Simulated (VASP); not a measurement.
All values below come from LDA (Ceperley-Alder, Perdew-Zunger), VASP's LDA PAW potentials (set 64) (plane waves; VASP 6.6.1).

The input files of a VASP run:

KPOINTS:
```
Automatic mesh
0
Gamma
7 7 6
0 0 0
```

POSCAR:
```
B2W
3.020
  1.0000000000   0.0000000000   0.0000000000
 -0.5000000000   0.8660254967   0.0000000000
  0.0000000000   0.0000000000   1.0099337748
W B
1 2
Direct
  0.0000000000   0.0000000000   0.0000000000
  0.3333330000   0.6666670000   0.5000000000
  0.6666670000   0.3333330000   0.5000000000
```

INCAR:
```
ALGO = Normal
EDIFF = 1E-6
ENCUT = 400
ISIF = 2
ISMEAR = -1
LASPH = .TRUE.
LCHARG = .FALSE.
LMAXMIX = 6
LREAL = .FALSE.
LWAVE = .FALSE.
NELM = 100
PREC = Accurate
SIGMA = 0.1
SYSTEM = B2W
```

POTCAR, in this order: W_sv B (LDA.64 set). Program: vasp_std.

**Question.** What will the output report for the number of irreducible k-points (NKPTS), largest plane-wave count, number of space-group operations, FFT grid (NGX, NGY, NGZ)?

**Answer.** 
```yaml
number of irreducible k-points (NKPTS): 32
largest_plane_wave_count: 454
number_of_space_group_operations: 24
FFT grid (NGX, NGY, NGZ): 20 × 20 × 20
```

The structure comes from a measured B2W entry of the Crystallography Open Database, whose conditions weren't checked. The cell was not relaxed at this level. The k-mesh is coarse (spacing up to 0.34 per Å, 2π included), so the numbers may not be converged in it.
